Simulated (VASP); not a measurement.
Given:

```
CELL_PARAMETERS angstrom
      3.93550     0.00000     0.00000
      0.00000     3.93550     0.00000
      0.00000     0.00000     3.93550
ATOMIC_POSITIONS crystal
  Zr 0.00000 0.00000 0.00000
  Ir 0.50000 0.50000 0.00000
  Ir 0.00000 0.50000 0.50000
  Ir 0.50000 0.00000 0.50000
```

Computed with PBEsol GGA, VASP's PBE PAW potentials (set 64) (plane waves; VASP). Settings: 400 eV cut-off, Gaussian smearing of 0.050 eV, potentials Zr_sv Ir.

Unless said otherwise, spin-orbit coupling is left out, though it shifts the bands of the heavy elements here.

### Question
Predict the band gap (along the path) with the smallest direct gap where there is one.

### Answer

```
Quantity                                                      Value
-------------------------  ----------------------------------------
band gap (along the path)  none (metal, semimetal or under 0.01 eV)
```

The structure comes from a computed database's ZrIr3 entry (Pm-3m); how it stands against other phases isn't given here. It was relaxed first. The electron count is odd and the run is not spin-polarised, which forces a metal.
